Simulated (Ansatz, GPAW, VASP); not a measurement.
**Code comparison for Ga2Cu (P4/mmm, 3 atoms in the cell)**

Self-consistent single point.

```xyz
3
Lattice="2.7994 0.0000 0.0000 0.0000 2.7994 0.0000 0.0000 0.0000 5.8033" Properties=species:S:1:pos:R:3 pbc="T T T"
Ga     1.3997     1.3997     1.6500
Ga     1.3997     1.3997     4.1533
Cu     0.0000     0.0000     0.0000
```

Shared settings, as Ansatz (a first-principles code) writes them: kpoints.mp_grid.grid = 8 8 4; scf.occupations.method = gaussian; scf.occupations.width = 0.136 eV. Potentials and cutoffs stand in the table.

```tsv
code	model	pressure (GPa)	largest force (eV/Å)	cutoff
Ansatz	PBEsol, PAW files made with PBE	-1.33	0.068	default
GPAW	PBEsol, GPAW PAW datasets PBEsol (made by gpaw-setup)	-0.13	0.041	850 eV
VASP	PBEsol, VASP's PBE PAW potentials (set 64)	-1.94	0.046	300 eV
```

On Ansatz's run: spin polarisation is off.

The spread over the programs that give each value: pressure within 1.81 GPa; largest force within 0.027 eV/Å.

Ansatz's pressure is given at a fixed set of plane waves, as the other plane-wave codes print theirs; with its correction for the finite basis it is -1.26 GPa. In the pressure, GPAW (by 1.19) lies more than 1 GPa from the median of the plane-wave programs.

VASP's run is marked for a possible Pulay error in its stress at this cutoff; no cutoff test was made.

The starting cell comes from a database of computed structures (which also holds hypothetical and non-ambient phases and stackings), without a prior relaxation at this level.

Left out of this page: ABINIT (with a known weakness of the program); CP2K, Elk, FLEUR and SIESTA (not drawn, or without a comparable value).

Keys are those of Ansatz 0.2.
